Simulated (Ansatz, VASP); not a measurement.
**Two plane-wave programs on CsLiCr2Te2S3**

The input INCAR:

```
  ALGO = Normal
  EDIFF = 1E-7
  ENCUT = 520
  GGA = PE
  ISIF = 2
  ISMEAR = -1
  ISPIN = 2
  KPAR = 4
  LASPH = True
  LCHARG = False
  LMAXMIX = 4
  LORBIT = 11
  LREAL = False
  LWAVE = False
  MAGMOM = 0 0 3 3 0 0 0 0 0
  NBANDS = 47
  NELM = 100
  PREC = Accurate
  SIGMA = 0.05
```

KPOINTS

```
k-points
0
Gamma
  5 5 4
```

The input POSCAR:

```
CsLiCr2Te2S3
1.0
    3.4887276255     -5.2822979530      0.0079937645
    3.4887276255      5.2822979530      0.0079937645
   -2.9610677937      0.0000000000      7.5766715105
Cs Li Cr Te S
1 1 2 2 3
Direct
    0.0937400000      0.0937400000      0.0085300000
    0.5887500000      0.5887500000      0.5533600000
    0.0564600000      0.4675500000      0.5579000000
    0.4675500000      0.0564600000      0.5579000000
    0.5648600000      0.8735700000      0.2903500000
    0.8735700000      0.5648600000      0.2903500000
    0.8115100000      0.3969700000      0.7334700000
    0.3969700000      0.8115100000      0.7334700000
    0.2140400000      0.2140400000      0.4837100000
```

File input.yaml:

```yaml
crystal:
  lattice:
    - [3.4887276255, -5.282297953, 0.0079937645]
    - [3.4887276255, 5.282297953, 0.0079937645]
    - [-2.9610677937, 0.0, 7.5766715105]
  atoms:
    - { symbol: Cs, position: [0.09374, 0.09374, 0.00853] }
    - { symbol: Li, position: [0.58875, 0.58875, 0.55336] }
    - { symbol: Cr, position: [0.05646, 0.46755, 0.5579], spin: 3.0 }
    - { symbol: Cr, position: [0.46755, 0.05646, 0.5579], spin: 3.0 }
    - { symbol: Te, position: [0.56486, 0.87357, 0.29035] }
    - { symbol: Te, position: [0.87357, 0.56486, 0.29035] }
    - { symbol: S, position: [0.81151, 0.39697, 0.73347] }
    - { symbol: S, position: [0.39697, 0.81151, 0.73347] }
    - { symbol: S, position: [0.21404, 0.21404, 0.48371] }
hamiltonian:
  xc: pbe
  pseudopotentials: { kind: paw }
magnetization:
  spin_polarized: true
kpoints:
  mp_grid: { grid: [5, 5, 4] }
scf:
  occupations: { method: fermi_dirac, width: 0.05 }
output:
  forces: true
  stress: true
  eigenvalues: true
```

Change from the starting cell: volume scaled by 1.06.

Alike in both runs: task single point; functional PBE; k mesh 5 × 5 × 4; occupations fermi-dirac, width 0.05 eV; collinear spin, ferromagnetic start.

```csv
,VASP,Ansatz
version,VASP 6.6.1,Ansatz 0.2.0
potentials or method,"VASP PAW PBE potentials, release 64 (Cs_sv, Li_sv, Cr_pv, Te, S)",Ansatz PAW
plane-wave cutoff (eV),520,420
valence electrons in the cell,66,90
```

```tsv
	VASP	Ansatz	Ansatz less VASP
gap on the k mesh at the Fermi level (eV)	none	none	-
rms of the force components (eV/Å)	0.171	0.173	+0.0024
net moment per atom (μB)	0.45	0.45	0.000
size of the moment on the site where the two differ most (μB)	2.41	2.16	-0.244
```

Site moments also hang on the region over which each program counts them. Atom by atom the forces differ by 0.004 eV/Å (rms over components). A gap of «none» marks a metal or a gap that the smearing closes. The two sets of potentials don't hold the same shells in valence.

Caveats: only a ferromagnetic start was run, and an antiferromagnetic order may lie lower in energy. The runs have no spin-orbit coupling, so splittings on Cs, Te are missing.
